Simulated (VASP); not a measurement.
Consider the following.

```
HgO
1.0
    4.36731     0.00000     0.00000
    0.00000     4.36731     0.00000
    0.00000     0.00000     3.24108
Hg O
2 2
Direct
  0.50000   0.00000   0.21235
  0.00000   0.50000   0.78765
  0.00000   0.00000   0.00000
  0.50000   0.50000   0.00000
```

The numbers are results of PBEsol GGA, VASP's PBE PAW potentials (set 64) (plane waves; VASP 6.6.1), not measurements. Run with 520 eV cut-off, 6×6×9 Γ-centred mesh, first-order Methfessel-Paxton smearing of 0.10 eV, potentials Hg O.

Without a dispersion term in the relaxation, distances and binding between the weakly bound layers, chains or molecules are unreliable, and so is what depends on them. Unless said otherwise, spin-orbit coupling is left out, though it shifts the bands of the heavy elements here.

Problem. Estimate the energy per atom (σ→0), band gap (on the k-mesh) with the smallest direct gap where there is one.

Solution. 
| Property | Result |
|---|---|
| band gap (on the k-mesh) | none (metal, semimetal or under 0.01 eV) |
| energy per atom (σ→0) | -2.918 eV/atom |

Total energies compare only between runs with the same potentials, cut-off and functional.

The structure was generated: HgO was put into the litharge type (P4/nmm), which need not be its known phase. It was relaxed first, which changed the volume by +5 %. The start is the result of an earlier pass.
